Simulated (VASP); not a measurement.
```
CELL_PARAMETERS angstrom
      0.00000     2.88500     2.88500
      2.88500     0.00000     2.88500
      2.88500     2.88500     0.00000
ATOMIC_POSITIONS crystal
  Ag 0.00000 0.00000 0.00000
  Br 0.50000 0.50000 0.50000
```

Computed with PBE GGA, VASP's PBE PAW potentials (set 64) (plane waves; VASP 6.6.1). Run with 400 eV cut-off, 11×11×11 Γ-centred mesh, Gaussian smearing of 0.050 eV, potentials Ag Br.

Question: What does the run give for the energy per atom (σ→0), pressure?

Answer: 
```
Quantity                        Value
---------------------  --------------
energy per atom (σ→0)  -2.496 eV/atom
pressure                     1.33 GPa
```

Only differences to runs with the same potentials and settings are physical.

The compound is AgBr in the rock salt structure. The cell was not relaxed at this level. The run is one of a series of settings (KPOINTS 11×11×11 Γ-centred mesh against the base run), some of them coarse on purpose.
